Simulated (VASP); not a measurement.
VASP runs on Al (fcc) share one base input (PBE GGA, plane waves, VASP's PBE PAW potentials (set 64)) and change the settings named in each case.

**POSCAR**
```
Al
1
    0.0000000000     2.0250000000     2.0250000000
    2.0250000000     0.0000000000     2.0250000000
    2.0250000000     2.0250000000     0.0000000000
Al
1
Direct
  0.0000000000   0.0000000000   0.0000000000
```

### KPOINTS
```
Regular mesh
0
gamma
  14 14 14
0 0 0
```

### INCAR
```
SYSTEM = Al
PREC = Accurate
ENCUT = 400
EDIFF = 1E-6
NELM = 100
ALGO = Normal
LREAL = .FALSE.
LASPH = .TRUE.
ISMEAR = 1
SIGMA = 0.1
GGA = PE
LWAVE = .FALSE.
LCHARG = .FALSE.
ISIF = 2
```

POTCAR, in this order: Al (PBE.64 set). Program: vasp_std.

```tsv
change	E(σ→0) (eV/atom)	pressure (GPa)
base run	-3.7375	-0.84
ENCUT = 520, POTCAR Al_GW (PBE.64 set)	-3.7431	-0.94
ENCUT = 800, POTCAR Al_sv_GW (PBE.64 set)	-3.7625	-1.18
ENCUT = 520	-3.7378	-0.82
ENCUT = 800	-3.7380	-0.82
```
 Energies of different potentials or functionals have different zeros.

Left out are runs that ran out of time, are held back, or changed the cell or the kind of run, fixed moments of cells without a moment, rows past the twelfth, gaps on odd meshes, pressures of charged cells and columns that move by less than the noise.

The compound is Al in the fcc structure. The cell was not relaxed at this level.
